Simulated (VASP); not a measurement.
Data:

```
LiF
1.0
    0.00000     2.02774     2.02774
    2.02774     0.00000     2.02774
    2.02774     2.02774     0.00000
Li F
1 1
Direct
  0.00000   0.00000   0.00000
  0.50000   0.50000   0.50000
```

Method: PBE GGA, VASP's PBE PAW potentials (set 64) (plane waves; VASP). Numerical set-up: 520 eV cut-off, Gaussian smearing of 0.050 eV, potentials Li_sv F.

Question: Give the energies of bands 3 to 6 at the high-symmetry points, in eV from the valence-band maximum.

Answer: 
| band | Γ | X | U | L | W |
|---|---|---|---|---|---|
| 3 | 0.00 | -2.92 | -2.43 | -2.46 | -2.02 |
| 4 | 0.00 | -0.97 | -1.52 | -0.22 | -2.02 |
| 5 | 0.00 | -0.97 | -0.71 | -0.22 | -0.78 |
| 6 | 8.91 | 14.62 | 14.34 | 10.66 | 14.89 |

The gap is direct, 8.91 eV, from the valence maximum at Γ to the conduction minimum at Γ.

Measured: gap 15.35 eV (computed value off by -6.44 eV), as given by Wei Chen et al., Physical Review Materials (2018), doi:10.1103/physrevmaterials.2.073803 [zero-point renormalisation of 1.15 eV added back (the table's ZPR column)].

The compound is LiF in the rock salt structure. It was relaxed first.
